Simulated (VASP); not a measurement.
# TiTl2Sb3 (P6/mmm) in VASP: single point with PBE

Aim: the single point of TiTl2Sb3 with PBE.

Everything below comes from runs of VASP 6.6.1. Logs are shortened: lines on timing, memory, paths and dates and some standing lists are left out, and cuts for length are marked.

### Step 1. The cell of the first run

It takes space group P6/mmm (No. 191, hexagonal). Conventional cell: a = 5.988 Å, b = 5.988 Å, c = 5.984 Å, α = 90.00°, β = 90.00°, γ = 120.00°. Ti (site symmetry 6/mmm) is surrounded by 6 Tl at 3.46 Å. Tl (site symmetry -6m2) is surrounded by 6 Sb at 3.46 Å and 3 Tl at 3.46 Å and 3 Ti at 3.46 Å. Sb (site symmetry mmm) has 4 Sb at 2.99 Å as nearest neighbours.

The cell was built by a generator and needn't be a form met in nature.

### Step 2. Single point, PBE (species swapped into the LaSi2Rh3 type (P6/mmm, No. 191))

INCAR reads:

```
PREC = Accurate ; ENCUT = 520
EDIFF = 1E-6 ; ISMEAR = 0
SIGMA = 0.1 ; LREAL = F
LASPH = T ; NELM = 100
ALGO = Fast ; ISIF = 2
LWAVE = F ; LCHARG = T
GGA = PE ; LELF = T
LVHAR = T ; NBANDS = 36
```

KPOINTS reads:

```
regular mesh
0
Gamma
  9 9 6
```

POSCAR reads:

```
TiTl2Sb3
1.0
    5.9877887910      0.0000000000      0.0000000000
   -2.9938943955      5.1855772055      0.0000000000
    0.0000000000      0.0000000000      5.9842138771
Ti Tl Sb
1 2 3
Direct
    0.0000000000      0.0000000000      0.0000000000
    0.6666666667      0.3333333333      0.0000000000
    0.3333333333      0.6666666667      0.0000000000
    0.5000000000      0.0000000000      0.5000000000
    0.0000000000      0.5000000000      0.5000000000
    0.5000000000      0.5000000000      0.5000000000
```

Potentials or basis: VASP PAW PBE potentials, release 64 (Ti_sv, Tl_d, Sb).

The run is started by

```
$ cat potpaw_PBE.64/Ti_sv/POTCAR potpaw_PBE.64/Tl_d/POTCAR potpaw_PBE.64/Sb/POTCAR > POTCAR
$ mpirun -np 1 vasp_std > vasp.out
```

OUTCAR:

```text
PREC = Accurate
   ENCUT = 520
   EDIFF = 1E-6
   ISMEAR = 0
   LREAL = F
   LASPH = T
   NELM = 100
   ISIF = 2
   GGA = PE

 ion  position               nearest neighbor table
   1  0.000  0.000  0.000-   2 3.46   3 3.46   3 3.46   2 3.46   2 3.46   3 3.46
   2  0.667  0.333  0.000-   4 3.46   4 3.46   5 3.46   5 3.46   6 3.46   6 3.46   3 3.46   1 3.46
                             3 3.46   1 3.46   1 3.46   3 3.46
   3  0.333  0.667  0.000-   4 3.46   4 3.46   5 3.46   5 3.46   6 3.46   6 3.46   2 3.46   1 3.46
                             2 3.46   1 3.46   1 3.46   2 3.46
   4  0.500  0.000  0.500-   5 2.99   6 2.99   6 2.99   5 2.99   2 3.46   3 3.46   2 3.46   3 3.46

   5  0.000  0.500  0.500-   4 2.99   4 2.99   6 2.99   6 2.99   2 3.46   3 3.46   2 3.46   3 3.46

   6  0.500  0.500  0.500-   4 2.99   4 2.99   5 2.99   5 2.99   2 3.46   3 3.46   2 3.46   3 3.46

  LATTYP: Found a hexagonal cell.
 ALAT       =     5.9877887910
 C/A-ratio  =     0.9994029659

  Lattice vectors:

 A1 = (   5.9877887910,   0.0000000000,   0.0000000000)
 A2 = (  -2.9938943955,   5.1855772055,   0.0000000000)
 A3 = (   0.0000000000,   0.0000000000,   5.9842138771)

Analysis of symmetry for initial positions (statically):
=====================================================================
 Subroutine PRICEL returns:
 Original cell was already a primitive cell.

 Routine SETGRP: Setting up the symmetry group for a
 hexagonal supercell.

 Subroutine GETGRP returns: Found 24 space group operations
 (whereof 24 operations were pure point group operations)
 out of a pool of 24 trial point group operations.

The static configuration has the point symmetry D_6h.

Analysis of symmetry for dynamics (positions and initial velocities):
=====================================================================
 Subroutine PRICEL returns:
 Original cell was already a primitive cell.

 Routine SETGRP: Setting up the symmetry group for a
 hexagonal supercell.

 Subroutine GETGRP returns: Found 24 space group operations
 (whereof 24 operations were pure point group operations)
 out of a pool of 24 trial point group operations.

The dynamic configuration has the point symmetry D_6h.

 Subroutine INISYM returns: Found 24 space group operations
 (whereof 24 operations are pure point group operations),
 and found     1 'primitive' translations

----------------------------------------------------------------------------------------

                                     Primitive cell

  volume of cell :     185.8107

  direct lattice vectors                    reciprocal lattice vectors
     5.987788791  0.000000000  0.000000000     0.167006559  0.096421282  0.000000000
    -2.993894395  5.185577205  0.000000000     0.000000000  0.192842563  0.000000000
     0.000000000  0.000000000  5.984213877     0.000000000  0.000000000  0.167106327

  length of vectors
     5.987788791  5.987788791  5.984213877     0.192842563  0.192842563  0.167106327

  position of ions in fractional coordinates (direct lattice)
     0.000000000  0.000000000  0.000000000
     0.666666667  0.333333333  0.000000000
     0.333333333  0.666666667  0.000000000
     0.500000000  0.000000000  0.500000000
     0.000000000  0.500000000  0.500000000
     0.500000000  0.500000000  0.500000000

  ion indices of the primitive-cell ions
   primitive index   ion index
                 1           1
                 2           2
                 3           3
                 4           4
                 5           5
                 6           6

----------------------------------------------------------------------------------------

 KPOINTS: regular mesh

Automatic generation of k-mesh.
 Grid dimensions read from file:
 generate k-points for:    9    9    6

 Generating k-lattice:

  Cartesian coordinates                     Fractional coordinates (reciprocal lattice)
     0.018556284  0.010713476  0.000000000     0.111111111  0.000000000  0.000000000
     0.000000000  0.021426951  0.000000000     0.000000000  0.111111111  0.000000000
     0.000000000  0.000000000  0.027851054     0.000000000  0.000000000  0.166666667

  Length of vectors
     0.021426951  0.021426951  0.027851054

  Shift w.r.t. Gamma in fractional coordinates (k-lattice)
     0.000000000  0.000000000  0.000000000

 Subroutine IBZKPT returns following result:
 ===========================================

 Found     48 irreducible k-points:

 Following reciprocal coordinates:
            Coordinates               Weight
  0.000000  0.000000  0.000000      1.000000
  0.111111  0.000000  0.000000      6.000000
  0.222222  0.000000  0.000000      6.000000
  0.333333 -0.000000  0.000000      6.000000
  0.444444  0.000000  0.000000      6.000000
  0.111111  0.111111  0.000000      6.000000
[... 16 lines left out ...]
  0.333333  0.222222  0.166667     24.000000
  0.333333  0.333333  0.166667      4.000000
 [... further k-points ...]
   k-points           NKPTS =     48   k-points in BZ     NKDIM =     48   number of bands    NBANDS=     36
   number of dos      NEDOS =    301   number of ions     NIONS =      6
   total plane-waves  NPLWV = 110592
   dimension x,y,z NGX =    48 NGY =   48 NGZ =   48
   dimension x,y,z NGXF=    96 NGYF=   96 NGZF=   96
   ions per type =               1   2   3
   NGX,Y,Z   is equivalent  to a cutoff of  13.33, 13.33, 13.33 a.u.
   NGXF,Y,Z  is equivalent  to a cutoff of  26.65, 26.65, 26.67 a.u.
 SYSTEM =  unknown system
   PREC   = accura    normal or accurate (medium, high low for compatibility)
   ISTART =      0    job   : 0-new  1-cont  2-samecut
   ICHARG =      2    charge: 1-file 2-atom 10-const
   ISPIN  =      1    spin polarized calculation?
   LNONCOLLINEAR =      F non collinear calculations
   LSORBIT =      F    spin-orbit coupling
   LASPH  =      T    aspherical Exc in radial PAW
   ENCUT  =  520.0 eV  38.22 Ry    6.18 a.u.  11.13 11.13 11.13*2*pi/ulx,y,z
   NELM   =    100;   NELMIN=  2; NELMDL= -5     # of ELM steps
   EDIFF  = 0.1E-05   stopping-criterion for ELM
   LREAL  =      F    real-space projection
   EDIFFG = 0.1E-04   stopping-criterion for IOM
   NSW    =      0    number of steps for IOM
   IBRION =     -1    ionic relax: 0-MD 1-quasi-New 2-CG
   NFREE  =      0    steps in history (QN), initial steepest desc. (CG)
   ISIF   =      2    stress and relaxation
   ISYM   =      2    0-nonsym 1-usesym 2-fastsym
   POTIM  = 0.5000    time-step for ionic-motion
   TEBEG  =    0.0;   TEEND  =   0.0 temperature during run
   PSTRESS=    0.0 pullay stress
   NELECT =      53.0000    total number of electrons
   NUPDOWN=      -1.0000    fix difference up-down
   EMIN   =  10.00;   EMAX   =-10.00  energy-range for DOS
   EFERMI =   0.00;   METHOD = LEGACY
   ISMEAR =     0;   SIGMA  =   0.10  broadening in eV -4-tet -1-fermi 0-gaus
   EFERMI_NEDOS =   21; number of points for ismear=-14 and -15
   IALGO  =     68    algorithm
   IMIX   =      4    mixing-type and parameters
     AMIX     =   0.40;   BMIX     =  1.00
     AMIX_MAG =   1.60;   BMIX_MAG =  1.00
  volume/ion in A,a.u.               =      30.97       208.99
  Fermi-wavevector in a.u.,A,eV,Ry     =   1.077647  2.036458 15.800762  1.161323
  Thomas-Fermi vector in A             =   2.213564
   LORBIT       =      0    0 simple, 1 ext, 2 COOP (PROOUT), +10 PAW based schemes
   GGA     = PE    functional components
   LHFCALC =     F    Hartree Fock is set to
   AEXX    =    0.0000 exact exchange contribution
   IVDW    =     0    specifies the selected vdW correction
   LEPSILON=     F    determine dielectric tensor
   LRPA    =     F    only Hartree local field effects (RPA)
 non-spin polarized calculation
 RMM-DIIS sequential band-by-band and
 Gauss-broadening in eV      SIGMA  =   0.10
  energy-cutoff  :      520.00
  volume of cell :      185.81
 maximum number of plane-waves:      5042
 NGX is ok and might be reduce to    48
   NGX = 23   NGY = 23   NGZ = 23

 number of electron      53.0000015 magnetization

 Free energy of the ion-electron system (eV)
  ---------------------------------------------------
  ext. energy  EPLUGINS =         0.00000000
  ---------------------------------------------------
  free energy    TOTEN  =       -20.82142149 eV

  energy without entropy =      -20.75950685  energy(sigma->0) =      -20.79046417

 E-fermi :   6.0747     XC(G=0):  -9.4455

 val. band max:        6.0746214465   @ k =   0.4444   0.1111   0.1667
 cond. band min:       6.0808149699   @ k =   0.4444   0.1111   0.5000
 fundamental gap:      0.0061935234
 Fermi energy:         6.0746910876

 k-point     1 :       0.0000    0.0000    0.0000
  band No.  band energies     occupation
      1     -51.8479      2.00000
      2     -28.2071      2.00000
      3     -28.0658      2.00000
      4     -28.0658      2.00000
      5      -6.1367      2.00000
      6      -5.2292      2.00000
[... 28 lines left out ...]
     35       8.3361      0.00000
     36       8.3361      0.00000

 k-point     2 :       0.1111    0.0000    0.0000
  band No.  band energies     occupation
      1     -51.8479      2.00000
      2     -28.2071      2.00000
      3     -28.0658      2.00000
      4     -28.0658      2.00000
      5      -6.0893      2.00000
      6      -5.2312      2.00000
[... 28 lines left out ...]
     35       9.1096      0.00000
     36       9.1264      0.00000

 k-point     3 :       0.2222    0.0000    0.0000
  band No.  band energies     occupation
      1     -51.8479      2.00000
      2     -28.2071      2.00000
      3     -28.0658      2.00000
      4     -28.0658      2.00000
      5      -5.9553      2.00000
      6      -5.2604      2.00000
[... 28 lines left out ...]
     35       9.0884      0.00000
     36       9.4932      0.00000

 k-point     4 :       0.3333   -0.0000    0.0000
  band No.  band energies     occupation
      1     -51.8479      2.00000
      2     -28.2071      2.00000
      3     -28.0659      2.00000
      4     -28.0658      2.00000
      5      -5.7672      2.00000
      6      -5.2986      2.00000
[... 28 lines left out ...]
     35       8.6927      0.00000
     36       8.8702      0.00000

 k-point     5 :       0.4444    0.0000    0.0000
  band No.  band energies     occupation
      1     -51.8479      2.00000
      2     -28.2071      2.00000
      3     -28.0659      2.00000
      4     -28.0658      2.00000
      5      -5.6046      2.00000
      6      -5.3299      2.00000
[... 655 lines left out ...]
 k-point    22 :       0.2222    0.2222    0.1667
  band No.  band energies     occupation
      1     -51.8479      2.00000
      2     -28.2071      2.00000
      3     -28.0659      2.00000
      4     -28.0658      2.00000
      5      -5.6082      2.00000
      6      -5.3249      2.00000
[... 28 lines left out ...]
     35       9.3470      0.00000
     36       9.6977      0.00000

 k-point    23 :       0.3333    0.2222    0.1667
  band No.  band energies     occupation
      1     -51.8479      2.00000
      2     -28.2071      2.00000
      3     -28.0659      2.00000
      4     -28.0658      2.00000
      5      -5.4694      2.00000
      6      -5.3451      2.00000
[... 28 lines left out ...]
     35       8.9522      0.00000
     36       9.5795      0.00000

 k-point    24 :       0.3333    0.3333    0.1667
  band No.  band energies     occupation
      1     -51.8479      2.00000
      2     -28.2071      2.00000
      3     -28.0659      2.00000
      4     -28.0659      2.00000
      5      -5.3737      2.00000
      6      -5.3737      2.00000
[... 28 lines left out ...]
     35       8.5639      0.00000
     36       8.6208      0.00000

 [... further k-points ...]

------------------------ aborting loop because EDIFF is reached ----------------------------------------

  FORCE on cell =-STRESS in cart. coord.  units (eV):
  Direction    XX          YY          ZZ          XY          YZ          ZX
  --------------------------------------------------------------------------------------
  -------------------------------------------------------------------------------------
  Total        0.0140449      0.0140449     -0.0751370      0.0000000     -0.0000000      0.0000000
  in kB        0.1211040      0.1211040     -0.6478787      0.0000000     -0.0000000      0.0000000
  external PRESSURE =      -0.1352235 kB  Pullay stress =       0.0000000 kB

 VOLUME and BASIS-vectors are now :
 -----------------------------------------------------------------------------
  energy-cutoff  :      520.00
  volume of cell :      185.81
      direct lattice vectors                 reciprocal lattice vectors
     5.987788791  0.000000000  0.000000000     0.167006559  0.096421282  0.000000000
    -2.993894395  5.185577205  0.000000000     0.000000000  0.192842563  0.000000000
     0.000000000  0.000000000  5.984213877     0.000000000  0.000000000  0.167106327

 POSITION                                       TOTAL-FORCE (eV/Angst)
 -----------------------------------------------------------------------------------
      0.00000      0.00000      0.00000        -0.000000      0.000000      0.000000
      2.99389      1.72853      0.00000         0.000000     -0.000000     -0.000000
     -0.00000      3.45705      0.00000        -0.000000      0.000000      0.000000
      2.99389      0.00000      2.99211        -0.000000      0.000000      0.000000
     -1.49695      2.59279      2.99211        -0.000000      0.000000      0.000000
      1.49695      2.59279      2.99211         0.000000      0.000000      0.000000
 -----------------------------------------------------------------------------------
    total drift:                               -0.000000      0.000000      0.000000

  FREE ENERGIE OF THE ION-ELECTRON SYSTEM (eV)
  ---------------------------------------------------
  free  energy   TOTEN  =       -20.8214214856 eV

  energy  without entropy=      -20.7595068538  energy(sigma->0) =      -20.79046417
```

It took 12 min on 1 thread of Intel Xeon Platinum 8488C (Sapphire Rapids), shared host; peak memory 0.54 GiB.

What came out:

```yaml
Free_energy: -20.8214 eV
Pressure: 0.0 GPa
Band_gap_on_the_k_mesh: none (metal or under the smearing width)
```

Stress tensor (GPa, compression positive):
```
 0.01  0.00  0.00
 0.00  0.01  0.00
 0.00  0.00 -0.06
```

Spin-orbit coupling is left out, which matters for the levels of Sb, Tl.
